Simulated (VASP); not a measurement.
Set up this calculation in VASP 6.6.1, as the native input.

| Property | Result |
| --- | --- |
| Task | single point |
| Functional | PBE |
| Dispersion | D3(BJ) |
| Potentials or basis | VASP PAW PBE potentials, release 64 (O, H, S) |
| Cutoff | 520 eV |
| k mesh | 1 × 1 × 1 |
| Occupations | fermi-dirac, width 0.02 eV |
| Spin | no spin polarisation |
| Dipole correction | no |
| Further INCAR settings | LREAL = Auto; ALGO = Fast; EDIFF = 1e-07; NBANDS = 60 |

The structure of H16SO10 lies in POSCAR:

```
H16SO10
1.0
    7.0162890000      0.0000000000      0.0000000000
    0.0000000000      7.0162890000      0.0000000000
    0.0000000000      0.0000000000      7.0162890000
O H S
10 16 1
Direct
    0.3763670510      0.5000934255      0.9234653818
    0.2565173698      0.3490591679      0.4295148048
    0.0246141514      0.1188092452      0.9630162042
    0.7848308415      0.2440036321      0.6529235041
    1.0436143665      0.6025835025      0.7092780813
    0.8723699950      0.8051977334      0.1951031379
    0.1315937813      0.9676197773      0.4315386667
    0.7997105022      0.3582378092      0.2470394250
    0.6024409770      0.8713438115      0.6092536952
    0.3409209626      0.9232658461      0.8190369581
    0.2364355288      0.5274440662      0.9010176177
    0.3756686761      0.3682858560      0.8781850349
    0.1475138781      0.3788327419      0.5086877123
    0.2251047527      0.3765950918      0.2896117877
    0.1514333289      0.0612289488      0.9392714582
   -0.0285763600      0.1443355597      0.8410143881
    0.7956485259      0.3075842514      0.5321331547
    0.7039191231      0.1243962442      0.6339818671
    1.0213803907      0.6518688156      0.5812901949
    0.9224962085      0.5610800809      0.7447669274
    0.8777859635      0.8731823903      0.0739279696
    0.7384815534      0.8425821684      0.2286678898
    0.1404161089      1.1083636948      0.4311966055
    0.0501119609      0.9200875278      0.3357900451
    0.8908698031      0.2866044999      0.1711731087
    0.7393937165      0.4558107569      0.1608400110
    0.4156898326      0.8040290245      0.6669480120
```

The cell was built by a generator and needn't be a form met in nature.

One way to write it, as run:

INCAR

```
SYSTEM = H16SO10
PREC = Accurate
ENCUT = 520
EDIFF = 1E-7
ISMEAR = -1
SIGMA = 0.02
LREAL = Auto
LASPH = .True.
NELM = 100
ALGO = Fast
ISIF = 2
LWAVE = .False.
LCHARG = .False.
GGA = PE
IVDW = 12
NBANDS = 60
```

KPOINTS

```
Automatic mesh
0
Gamma
  1 1 1
  0 0 0
```

Potentials or basis: VASP PAW PBE potentials, release 64 (O, H, S).

The run is started by

```console
$ cat potpaw_PBE.64/O/POTCAR potpaw_PBE.64/H/POTCAR potpaw_PBE.64/S/POTCAR > POTCAR
$ mpirun -np 1 vasp_gam > vasp.out
```

It gave:

* Pressure: -0.6 GPa
* Largest force: 2.629 eV/Å
* Band gap on the k mesh: 2.69 eV, direct
* Dispersion energy per atom: -0.034 eV

It took 30 s on 1 thread of Intel(R) Xeon(R) 6975P-C (Granite Rapids), with other jobs on the host, peak memory 0.36 GiB.
